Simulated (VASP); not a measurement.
All values below come from optB86b-vdW, VASP's PBE PAW potentials (set 64) (plane waves; VASP).

The input files of a VASP run:

**KPOINTS**
```
Automatic
0
G
  6 6 6
```

### INCAR
```
# general
SYSTEM  =PbF2
PREC    =Accurate
ENCUT   =520
LREAL   =.FALSE.
LASPH   =.TRUE.

# electronic loop
EDIFF   =1E-6
NELM    =100
ALGO    =Normal
LMAXMIX =4

# smearing
ISMEAR  =0
SIGMA   =0.05

# functional
GGA     =MK
LUSE_VDW=.TRUE.
AGGAC   =0.0
PARAM1  =0.1234
PARAM2  =1.0

# ions
IBRION  =2
NSW     =60
ISIF    =3
EDIFFG  =-0.02

# output
LWAVE   =.FALSE.
LCHARG  =.FALSE.
```

### POSCAR
```
PbF2
1
   -0.0000000000     2.9651671524     2.9651671524
    2.9651671524     0.0000000000     2.9651671524
    2.9651671524     2.9651671524     0.0000000000
Pb F
1 2
Direct
  0.0000000000   0.0000000000   0.0000000000
  0.2500000000   0.2500000000   0.2500000000
  0.7500000000   0.7500000000   0.7500000000
```

POTCAR, in this order: Pb_d F (PBE.64 set). Program: vasp_std.

Problem. Predict the energy per atom (σ→0).

Solution. 
| Property | Result |
|---|---|
| energy per atom (σ→0) | -2.479 eV/atom |

File OSZICAR:
```
...
DAV:   7    -0.744862169456E+01    0.97717E-02   -0.44915E-01   592   0.464E+00    0.153E+00
DAV:   8    -0.743997083819E+01    0.86509E-02   -0.10512E-01   582   0.401E+00    0.490E-01
DAV:   9    -0.743724159561E+01    0.27292E-02   -0.19019E-02   680   0.109E+00    0.963E-02
DAV:  10    -0.743797161300E+01   -0.73002E-03   -0.10508E-03   580   0.357E-01    0.213E-02
DAV:  11    -0.743796618978E+01    0.54232E-05   -0.65499E-05   620   0.775E-02    0.786E-03
DAV:  12    -0.743797005867E+01   -0.38689E-05   -0.18085E-05   616   0.451E-02    0.614E-03
DAV:  13    -0.743796933919E+01    0.71948E-06   -0.41277E-06   508   0.246E-02
   1 F= -.74379693E+01 E0= -.74379693E+01  d E =-.743797E+01
```

The compound is PbF2 in the fluorite structure, the β form. It was relaxed first. The start is the result of an earlier pass.
